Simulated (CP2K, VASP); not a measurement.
Input for VASP

**INCAR**
```
SYSTEM  =  LuP
PREC  =  Accurate; ENCUT  =  300; LREAL  =  .False.
LASPH  =  .True.
EDIFF  =  1E-6; NELM  =  100; ALGO  =  Normal
LMAXMIX  =  6
ISMEAR  =  0; SIGMA  =  0.136
GGA  =  PS
ISIF  =  2
LWAVE  =  .False.; LCHARG  =  .False.
```

File KPOINTS:
```
Automatic
0
gamma
5 5 5
```

POSCAR:
```
LuP
1
    0.0000000000     2.7618550000     2.7618550000
    2.7618550000     0.0000000000     2.7618550000
    2.7618550000     2.7618550000     0.0000000000
Lu P
1 1
Direct
  0.0040210000  -0.0039300000  -0.0061800000
  0.4959790000   0.5039300000   0.5061800000
```

POTCAR, in this order: Lu_3 P (PBE.64 set). Program: vasp_std.

Problem. Write an input for CP2K that does the same calculation.

Solution. One input that does it (PBEsol, GPW, DZVP-MOLOPT-SR-GTH basis, GTH-PBE potentials (GTH_POTENTIALS)):
```
&GLOBAL
  PROJECT bulk
  RUN_TYPE ENERGY_FORCE
  PRINT_LEVEL MEDIUM
&END GLOBAL
&FORCE_EVAL
  METHOD Quickstep
  STRESS_TENSOR ANALYTICAL
  &DFT
    BASIS_SET_FILE_NAME BASIS_MOLOPT
    BASIS_SET_FILE_NAME BASIS_MOLOPT_UCL
    POTENTIAL_FILE_NAME GTH_POTENTIALS
    &QS
      METHOD GPW
      EPS_DEFAULT 1E-10
    &END QS
    &MGRID
      CUTOFF 500
      REL_CUTOFF 40
      NGRIDS 5
    &END MGRID
    &SCF
      SCF_GUESS ATOMIC
      EPS_SCF 1E-6
      MAX_SCF 100
      ADDED_MOS 6
      &DIAGONALIZATION
        ALGORITHM STANDARD
      &END DIAGONALIZATION
      &MIXING
        METHOD BROYDEN_MIXING
        ALPHA 0.2
        NBUFFER 12
        BETA 1
      &END MIXING
      &SMEAR ON
        METHOD GAUSSIAN
        SIGMA [eV] 0.136
      &END SMEAR
    &END SCF
    &KPOINTS
      SCHEME MONKHORST-PACK 5 5 5
    &END KPOINTS
    &XC
      &XC_FUNCTIONAL
        &PBE
          PARAMETRIZATION PBESOL
        &END PBE
      &END XC_FUNCTIONAL
    &END XC
    &PRINT
      &MO
        EIGENVALUES T
        OCCUPATION_NUMBERS T
        NDIGITS 8
        FILENAME mo
        &EACH
          QS_SCF 0
        &END EACH
        ADD_LAST NUMERIC
      &END MO
      &MULLIKEN ON
      &END MULLIKEN
    &END PRINT
  &END DFT
  &SUBSYS
    &CELL
      ABC 3.90585300 3.90585282 3.90585235
      ALPHA_BETA_GAMMA 59.99999574 60.00000294 60.00000693
      PERIODIC XYZ
    &END CELL
    &COORD
      SCALED
      Lu       0.00402100    -0.00393000    -0.00618000
      P        0.49597900     0.50393000     0.50618000
    &END COORD
    &KIND Lu
      BASIS_SET DZVP-MOLOPT-SR-GTH-q25
      POTENTIAL GTH-PBE-q25
    &END KIND
    &KIND P
      BASIS_SET DZVP-MOLOPT-SR-GTH-q5
      POTENTIAL GTH-PBE-q5
    &END KIND
  &END SUBSYS
  &PRINT
    &FORCES ON
    &END FORCES
    &STRESS_TENSOR ON
    &END STRESS_TENSOR
  &END PRINT
&END FORCE_EVAL
```
The two runs describe the same crystal, functional and task. Each code takes its own potentials, basis and convergence tests.

The structure comes from a computed database's LuP entry; how it stands against other phases isn't given here. The cell was not relaxed at this level, atoms are displaced from their ideal sites, and it may have been scaled.
